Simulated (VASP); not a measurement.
## IrPd3 (ordered alloy cell): computed properties

The numbers are results of PBEsol GGA, VASP's PBE PAW potentials (set 64) (plane waves; VASP), not measurements.

* **space group**: Cmmm (65)
* **cell**: a = 5.4244 Å, b = 7.7008 Å, c = 2.7393 Å, α = β = γ = 90.00°
* **volume per atom**: 14.30 Å³/atom
* **band gap (over mesh and band path)**: none (metal, semimetal or under 0.01 eV)
* **density**: 14.84 g/cm³

```cif
data_Ir2Pd6
_chemical_formula_sum 'Pd6 Ir2'
_space_group_name_H-M_alt 'Cmmm'
_space_group_IT_number 65
_space_group_name_Hall '-C 2 2'
_cell_length_a 5.42441
_cell_length_b 7.70077
_cell_length_c 2.73930
_cell_angle_alpha 90.000
_cell_angle_beta 90.000
_cell_angle_gamma 90.000
loop_
_atom_site_label
_atom_site_type_symbol
_atom_site_symmetry_multiplicity
_atom_site_Wyckoff_symbol
_atom_site_fract_x
_atom_site_fract_y
_atom_site_fract_z
_atom_site_occupancy
Pd1 Pd 2 a 0.00000 0.00000 0.00000 1
Pd2 Pd 4 f 0.25000 0.25000 0.50000 1
Ir1 Ir 2 b 0.00000 0.50000 0.00000 1
```
(The calculation used a cell of 4 atoms; values per cell refer to that cell.)

Unless said otherwise, spin-orbit coupling is left out, though it shifts the bands of the heavy elements here.

The structure was generated: IrPd3 was put into an ordered model structure (Cmmm), which need not be its known phase. It was relaxed first. Symmetry was kept, so distortions that lower it aren't found. The electron count is odd and the run is not spin-polarised, which forces a metal.
